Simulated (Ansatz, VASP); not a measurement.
# Ti (free-standing square Ti monolayer, spacing 2.74 A): VASP beside Ansatz

One calculation is typed for both programs; each brings its own data sets. How far apart do they land? The cell is taken from a series of runs on this material, whose earlier steps may have relaxed, scaled, displaced or heated it; both programs get it as it stands.

Main program and level: Ansatz 0.2.0; plane waves, with VASP 6.6.1 beside it; single point at PBE.

## (1) The structure

The cell holds 1 atom: 1 Ti. Its edges and angles: a = 2.740 Å, b = 2.740 Å, c = 14.000 Å, α = 90.0°, β = 90.0°, γ = 90.0°. As first built, before any earlier steps moved the atoms (in the runner's words): model lattice. Vacuum lies along c.

## (2) Ansatz: single point, PBE, pair 1

Ansatz runs on its PAW soft_1 files.

With cell and atoms fixed, the geometry can't cause a difference; cores, projectors, grids and the points listed under the comparison can.

input.yaml reads:

```yaml
crystal:
  lattice:
    - [2.74, 0.0, 0.0]
    - [0.0, 2.74, 0.0]
    - [0.0, 0.0, 14.0]
  atoms:
    - { symbol: Ti, position: [0.0, 0.0, 0.5], spin: 1.0 }
magnetization:
  spin_polarized: true
kpoints:
  mp_grid: { grid: [10, 10, 1] }
hamiltonian:
  xc: pbe
  pseudopotentials: { kind: paw, azcp: { folder: soft_1 } }
scf:
  occupations: { method: fermi_dirac, width: 0.1 }
  max_iter: 120
  convergence: { dr2_threshold: 1.0e-08 }
  lower_state_search: "off"
output:
  write_density: true
  write_potential: true
  elf: true
  volumetric_format: npy
```

The run is started by

```
$ ansatz run input.yaml --threads 4 --pin off --max-ram 8192MiB --backend cpu --events-out ev --progress --plain --runs-dir out
```

Numbers of over 12 decimals in the logs are rounded to 6 here.

What it wrote:

```text
Engine: ansatz 0.2.0, aarch64-unknown-linux-gnu
Pseudopotentials: kind: paw
Pseudopotential: Ti, paw, valence charge 12, recommended cutoff 420 eV (normal), soft_1/Ti.paw.azcp
Functional definition: PBE
  parameter kappa = 0.804
  parameter beta = 0.066725
  exchange = pbe_x(kappa = kappa, mu = beta*pi^2/3)
  correlation = pbe_c(beta = beta)
Crystal: 1 atoms, lattice volume = 105.106 Å³
Basis set: ecut = 420 eV, 2107 PW (Γ)
Bands: 11, of which v1, the nominal top of the filled ones, is band 6 counted from 1 (5 counted from 0)
Symmetry: 16 space group operations
Space group: P4/mmm (ITA 123), of the structure as read, at distance tolerance 4.7e-5 Å
Magnetic group: BNS 123.339 (UNI 999), of the structure as read, at distance tolerance 4.7e-5 Å
k-points: 21 of 100
Non-local potential: Ti, projectors of the file, l = 0: 3, l = 1: 2, l = 2: 3, l = 3: 1
PAW form: soft (Blöchl's): semilocal exchange-correlation on the pseudo side does not see the compensation charge
PAW one-centre angular grid: Ti, 590 points (default); XC on 64 Gauss nodes
Initial density: superposition of atomic densities (neutral atoms: chi_scale 0, normalization atom)
Starting moments: Σ|m| = 1 μB on 1 of 1 site
Initial wavefunctions: pseudopotential atomic-orbital guess
Functional: x = pbe(κ = 0.804, μ = 0.219515), c = pbe(β = 0.066725)
SCF iter   1: F=—  HF=-2498.005395 eV  |F-HF|=—  |Δ(HF+E_count)|=         —  Δρ=1.81e-2 (↑1.73e-2 ↓1.81e-2)  dr2=2.12e0  dr2_m=9.30e-2  M=0.988 μB ∫|m|=0.988 μB  β_m=0.30  ethr=3.10e-3  ⟨swp⟩=5.5  Hψ=2794  notcnv=0
preconditioner: auto → LDOS  [metal: Δε(μ)=0.022 eV  Ē_g=3.545 eV  σ=0.100 eV  W_gap=0.05  n_scr=8 (ndim 8)  ℏωp=7.2 eV  f_vac=0.618  D(μ)=2.55/eV (n_scr^D=8)]
spin=Collinear: LDOS preconditioning applied to the charge; magnetization (m = ρ↑ − ρ↓) channel mixes plain (no charge-response kernel on spin).
SCF iter   2: F=—  HF=-2497.680863 eV  |F-HF|=—  |Δ(HF+E_count)|=   3.25e-1  Δρ=1.18e-2 (↑1.07e-2 ↓1.18e-2)  dr2=9.79e-1  dr2_m=5.06e-2  M=1.014 μB ∫|m|=1.014 μB  β_m=0.30  ethr=3.10e-3  ⟨swp⟩=2.0  Hψ=954  notcnv=0
SCF iter   3: F=—  HF=-2497.433757 eV  |F-HF|=—  |Δ(HF+E_count)|=   2.47e-1  Δρ=9.33e-3 (↑9.33e-3 ↓6.75e-3)  dr2=6.79e-2  dr2_m=3.93e-2  M=1.008 μB ∫|m|=1.009 μB  β_m=0.30  ethr=3.10e-3  ⟨swp⟩=2.0  Hψ=754  notcnv=0
SCF iter   4: F=—  HF=-2497.470626 eV  |F-HF|=—  |Δ(HF+E_count)|=   3.69e-2  Δρ=5.35e-3 (↑4.77e-3 ↓5.35e-3)  dr2=3.62e-2  dr2_m=2.15e-2  M=1.021 μB ∫|m|=1.021 μB  β_m=0.30  ethr=5.66e-4  ⟨swp⟩=2.6  Hψ=984  notcnv=0
SCF iter   5: F=—  HF=-2497.478338 eV  |F-HF|=—  |Δ(HF+E_count)|=   7.71e-3  Δρ=3.92e-3 (↑3.92e-3 ↓3.74e-3)  dr2=3.27e-3  dr2_m=1.28e-2  M=1.045 μB ∫|m|=1.045 μB  β_m=0.30  ethr=3.02e-4  ⟨swp⟩=2.1  Hψ=744  notcnv=0
SCF iter   6: F=—  HF=-2497.486804 eV  |F-HF|=—  |Δ(HF+E_count)|=   8.47e-3  Δρ=2.68e-3 (↑2.68e-3 ↓2.54e-3)  dr2=8.09e-4  dr2_m=6.35e-3  M=1.069 μB ∫|m|=1.069 μB  β_m=1.00  ethr=2.73e-5  ⟨swp⟩=2.3  Hψ=637  notcnv=0
SCF iter   7: F=—  HF=-2497.499147 eV  |F-HF|=—  |Δ(HF+E_count)|=   1.23e-2  Δρ=1.32e-3 (↑1.09e-3 ↓1.32e-3)  dr2=2.85e-4  dr2_m=1.27e-3  M=1.162 μB ∫|m|=1.164 μB  β_m=1.00  ethr=6.75e-6  ⟨swp⟩=2.3  Hψ=865  notcnv=0
SCF iter   8: F=—  HF=-2497.503369 eV  |F-HF|=—  |Δ(HF+E_count)|=   4.22e-3  Δρ=1.18e-3 (↑1.01e-3 ↓1.18e-3)  dr2=2.08e-4  dr2_m=1.03e-3  M=1.233 μB ∫|m|=1.236 μB  β_m=1.00  ethr=2.38e-6  ⟨swp⟩=2.5  Hψ=842  notcnv=0
SCF iter   9: F=—  HF=-2497.505249 eV  |F-HF|=—  |Δ(HF+E_count)|=   1.88e-3  Δρ=8.72e-4 (↑8.72e-4 ↓8.63e-4)  dr2=3.95e-5  dr2_m=7.09e-4  M=1.287 μB ∫|m|=1.290 μB  β_m=1.00  ethr=1.73e-6  ⟨swp⟩=2.6  Hψ=785  notcnv=0
SCF iter  10: F=—  HF=-2497.506148 eV  |F-HF|=—  |Δ(HF+E_count)|=   8.99e-4  Δρ=6.76e-4 (↑6.73e-4 ↓6.76e-4)  dr2=6.42e-5  dr2_m=3.97e-4  M=1.326 μB ∫|m|=1.329 μB  β_m=1.00  ethr=3.30e-7  ⟨swp⟩=2.1  Hψ=778  notcnv=0
[...]
spin-set hold released at iteration 12 (site moments contracting): the magnetisation degrees of freedom join the quasi-Newton model from the next iteration; the mixer history was flushed
[...]
SCF iter  14: F=—  HF=-2497.508557 eV  |F-HF|=—  |Δ(HF+E_count)|=   8.42e-4  Δρ=5.70e-4 (↑5.70e-4 ↓5.17e-4)  dr2=1.91e-5  dr2_m=2.78e-4  M=1.430 μB ∫|m|=1.432 μB  β_m=0.15  ethr=3.29e-7  ⟨swp⟩=2.0  Hψ=747  notcnv=0
SCF iter  15: F=—  HF=-2497.508885 eV  |F-HF|=—  |Δ(HF+E_count)|=   3.28e-4  Δρ=5.22e-4 (↑5.22e-4 ↓4.90e-4)  dr2=1.04e-5  dr2_m=2.43e-4  M=1.454 μB ∫|m|=1.457 μB  β_m=0.36  ethr=1.59e-7  ⟨swp⟩=2.5  Hψ=761  notcnv=0
SCF iter  16: F=—  HF=-2497.509611 eV  |F-HF|=—  |Δ(HF+E_count)|=   7.26e-4  Δρ=3.03e-4 (↑3.03e-4 ↓2.51e-4)  dr2=6.83e-6  dr2_m=7.23e-5  M=1.529 μB ∫|m|=1.532 μB  β_m=0.67  ethr=8.68e-8  ⟨swp⟩=2.7  Hψ=832  notcnv=0
SCF iter  17: F=—  HF=-2497.510018 eV  |F-HF|=—  |Δ(HF+E_count)|=   4.07e-4  Δρ=1.20e-4 (↑9.89e-5 ↓1.20e-4)  dr2=3.04e-6  dr2_m=1.09e-5  M=1.611 μB ∫|m|=1.613 μB  β_m=0.84  ethr=5.69e-8  ⟨swp⟩=3.2  Hψ=906  notcnv=0
SCF iter  18: F=—  HF=-2497.510063 eV  |F-HF|=—  |Δ(HF+E_count)|=   4.50e-5  Δρ=9.41e-5 (↑6.95e-5 ↓9.41e-5)  dr2=1.86e-6  dr2_m=6.16e-6  M=1.623 μB ∫|m|=1.625 μB  β_m=0.92  ethr=2.54e-8  ⟨swp⟩=2.0  Hψ=795  notcnv=0
SCF iter  19: F=—  HF=-2497.510121 eV  |F-HF|=—  |Δ(HF+E_count)|=   5.84e-5  Δρ=2.58e-5 (↑2.58e-5 ↓2.41e-5)  dr2=6.74e-7  dr2_m=3.82e-7  M=1.665 μB ∫|m|=1.667 μB  β_m=0.96  ethr=1.55e-8  ⟨swp⟩=3.6  Hψ=1008  notcnv=0
SCF iter  20: F=—  HF=-2497.510123 eV  |F-HF|=—  |Δ(HF+E_count)|=   1.35e-6  Δρ=1.12e-5 (↑1.12e-5 ↓7.57e-6)  dr2=3.09e-8  dr2_m=7.25e-8  M=1.669 μB ∫|m|=1.671 μB  β_m=0.91  ethr=5.62e-9  ⟨swp⟩=2.5  Hψ=796  notcnv=0
iter 21 did not close the SCF: its close was put off for a magnetic moment that had not settled (scf_convergence_deferred on its scf_iter line)
SCF iter  21: F=-2497.510123 eV  HF=-2497.510123 eV  |F-HF|=1.90e-8  |Δ(HF+E_count)|=   7.76e-7  Δρ=3.11e-6 (↑2.05e-6 ↓3.11e-6)  dr2=3.39e-9  dr2_m=4.95e-9  M=1.665 μB ∫|m|=1.667 μB  β_m=0.88  ethr=8.33e-11  ⟨swp⟩=1.4  Hψ=1684  notcnv=0
SCF iter  22: F=-2497.510123 eV  HF=-2497.510123 eV  |F-HF|=2.21e-9  |Δ(HF+E_count)|=   5.97e-8  Δρ=6.41e-7 (↑6.41e-7 ↓5.24e-7)  dr2=4.58e-10  dr2_m=1.45e-10  M=1.664 μB ∫|m|=1.666 μB  ethr=2.83e-11  ⟨swp⟩=1.0  Hψ=1506  notcnv=0
SCF 1 converged in 22 iterations: F = -2497.510123 eV  dr2 = 4.58e-10
  greatest PAW one-centre occupation: 0.999 electrons in one spin orbital (limit 2), on the Ti atom at site 0 (counted from 0), in its partial waves of l = 0
WARN: The output density's exchange-correlation potential varies sharply where the density is thin. Do not read a vacuum level from v_tot or v_xc, or from such a field of the output density. On a cell that repeats whose density bears no net charge and no dipole along the vacuum's axis use v_es (v_loc + v_h of the components); under efield.dipole_correction with no amplitude use v_es + v_field, which holds any externa [...]
SCF converged after 22 iterations
Magnetization: 1.6638 μB (6.8319 up, 5.1681 down)
Absolute magnetization: 1.6659 μB (∫|ρ↑−ρ↓|, with the PAW one-centre terms)
Spin contamination: 0.0068 ħ² per cell (⟨S²⟩ above its minimum at these occupations)
Per-site moments (μB) at R_I (Å): [(1.075978, 1.130250)]
Free energy (F): -2497.510123 eV
Harris-Foulkes:  -2497.510123 eV  (|F-HF|=2.21e-9)
Internal energy: -2497.432057 eV  (E = F + TS)
E sigma→0 (E₀):  -2497.471090 eV
Entropy (-TS):   -0.078066 eV (-78.066 meV/atom)
Fermi energy:    -1.030140 eV
--- Per-component energies (eV) ---
  E_band       = -329.771731
  E_kinetic    = 279.549162
  E_local      = -4108.395701  (includes V_loc(G=0)·N_el)
  E_nonlocal   = 62.433605
  E_hartree    = 1877.032305
  E_xc         = -113.769311
  E_vxc        = -142.208275  (∫ρ·V_xc dr)
  E_paw        = -1043.083662  (= ΣΔE_a)
  E_vpaw       = -175.214040  (= ΣTr[D̂ρ^β])
  E_aug_tail   = -0.000078  (compensation charges beyond the density's cutoff)
  E_ewald      = 548.801623
  E_smearing   = -0.078066  (= −TS)
  E_closure    = -0.000000  (closes the sum)
  Σ components = -2497.510123   (vs F -2497.510123, Δ=0.00e0)
--- Band table (eV; the first three rows and the last of 42) ---
  k-point 0 ↑: bands = [... 2 lower, -34.3292, -34.3292, -5.3086, -2.5918, -1.7386, -1.3041, 0.6210, 0.6210, ... 1 higher]
  k-point 1 ↑: bands = [... 2 lower, -34.3882, -34.3243, -5.0633, -2.4537, -1.6244, -1.3714, 0.6431, 0.6702, ... 1 higher]
  k-point 2 ↑: bands = [... 2 lower, -34.5408, -34.3115, -4.3918, -2.0857, -1.6220, -1.2770, 0.7016, 0.9967, ... 1 higher]
  k-point 20 ↓: bands = [... 2 lower, -33.9020, -33.7764, -2.6335, -0.1532, -0.1532, 1.3394, 3.8234, 5.8807, ... 1 higher]
```

In the SCF lines HF is the Harris–Foulkes energy and dr2 the Hartree energy of the density residual, in eV; the loop may stop once dr2 is under the threshold and the program's other checks hold. Hψ counts applications of the Hamiltonian.

## (3) VASP: single point, PBE, pair 1

The same cell, functional, mesh and smearing now go to VASP, with its own data sets.

Lines of VASP's logs that name or quote its potential files are left out, and so is its time.

INCAR reads:

```
SYSTEM = Ti
PREC = Accurate
ENCUT = 400
EDIFF = 1E-06
NELM = 200
ISMEAR = -1
SIGMA = 0.1
LREAL = .FALSE.
ALGO = Normal
GGA = PE
NBANDS = 13
ISPIN = 2
MAGMOM = 1.08
LASPH = .TRUE.
LMAXMIX = 4
LORBIT = 11
LWAVE = .FALSE.
LCHARG = .FALSE.
ISIF = 2
GGA_COMPAT = .FALSE.
```

POSCAR reads:

```
Ti
1.0
    2.7400000000      0.0000000000      0.0000000000
    0.0000000000      2.7400000000      0.0000000000
    0.0000000000      0.0000000000     14.0000000000
Ti
1
Direct
    0.0000000000      0.0000000000      0.5000000000
```

KPOINTS reads:

```
Automatic mesh
0
Gamma
10 10 1
0 0 0
```

Potentials, in the order of the species: Ti_sv (PBE family, release 64).

The run is started by

```
$ mpirun -np 1 vasp_std
```

What it wrote:

```text
[banner, memory and clock lines left out]
running    1 mpi-ranks, on    1 nodes
 distrk:  each k-point on    1 cores,    1 groups
 distr:  one band on    1 cores,    1 groups

 POSCAR found type information on POSCAR Ti
 POSCAR found :  1 types and       1 ions
 LDA part: xc-table for (Slater+PW92), standard interpolation
 POSCAR, INCAR and KPOINTS ok, starting setup
 FFT: planning ... GRIDC
 FFT: planning ... GRID_SOFT
 FFT: planning ... GRID
 WAVECAR not read
 entering main loop
       N       E                     dE             d eps       ncg     rms          rms(c)
DAV:   1     0.538112973260E+02    0.53811E+02   -0.59659E+03  1388   0.601E+02
DAV:   2     0.239111757331E+01   -0.51420E+02   -0.49381E+02  1317   0.179E+02
DAV:   3    -0.584515123630E+01   -0.82363E+01   -0.80857E+01  1956   0.526E+01
DAV:   4    -0.625997946920E+01   -0.41483E+00   -0.41385E+00  1277   0.111E+01
DAV:   5    -0.627684256070E+01   -0.16863E-01   -0.16860E-01  1528   0.188E+00    0.658E+00
DAV:   6    -0.570426027761E+01    0.57258E+00   -0.26477E+00  1142   0.153E+01    0.314E+00
DAV:   7    -0.568084467915E+01    0.23416E-01   -0.18729E-01  1157   0.359E+00    0.142E+00
DAV:   8    -0.566245089691E+01    0.18394E-01   -0.84142E-02  1212   0.167E+00    0.703E-01
DAV:   9    -0.565812686205E+01    0.43240E-02   -0.11424E-02  1252   0.781E-01    0.356E-01
DAV:  10    -0.566112391966E+01   -0.29971E-02   -0.23129E-03  1298   0.359E-01    0.188E-01
DAV:  11    -0.566533110049E+01   -0.42072E-02   -0.58362E-04  1143   0.181E-01    0.140E-01
DAV:  12    -0.566718066953E+01   -0.18496E-02   -0.72413E-04  1163   0.130E-01    0.126E-01
DAV:  13    -0.566641020968E+01    0.77046E-03   -0.40118E-04  1131   0.117E-01    0.991E-02
DAV:  14    -0.566798162100E+01   -0.15714E-02   -0.38947E-04  1097   0.120E-01    0.909E-02
[...]
DAV:  18    -0.567520697357E+01   -0.10959E-02   -0.20713E-04  1242   0.708E-02    0.253E-02
DAV:  19    -0.567537767807E+01   -0.17070E-03   -0.12208E-04  1137   0.583E-02    0.159E-02
DAV:  20    -0.567543586859E+01   -0.58191E-04   -0.78957E-05  1162   0.490E-02    0.971E-03
DAV:  21    -0.567544926976E+01   -0.13401E-04   -0.43692E-05  1182   0.383E-02    0.607E-03
DAV:  22    -0.567548399671E+01   -0.34727E-04   -0.89641E-06  1177   0.199E-02    0.341E-03
DAV:  23    -0.567550200953E+01   -0.18013E-04   -0.39093E-06  1209   0.121E-02    0.197E-03
DAV:  24    -0.567550647914E+01   -0.44696E-05   -0.11503E-06  1141   0.722E-03    0.759E-04
DAV:  25    -0.567550745302E+01   -0.97388E-06   -0.15129E-07   984   0.250E-03
   1 F= -.56755075E+01 E0= -.56363764E+01  d E =-.782621E-01  mag=     1.6729
```

(Continued in part 2 of 2.)

[Lines on the potential files, build, host, timing and source positions are cut from VASP's logs without a mark.]

[Logs are printed without paths, hosts, clocks, repeated set-up lines and the standing remarks that a program may print on its own settings, such as how far it seeks lower states.]

[Hosts, paths, dates, database ids (printed as entryN), source tags and the programs' standing remarks are cut or masked in the printed files.]
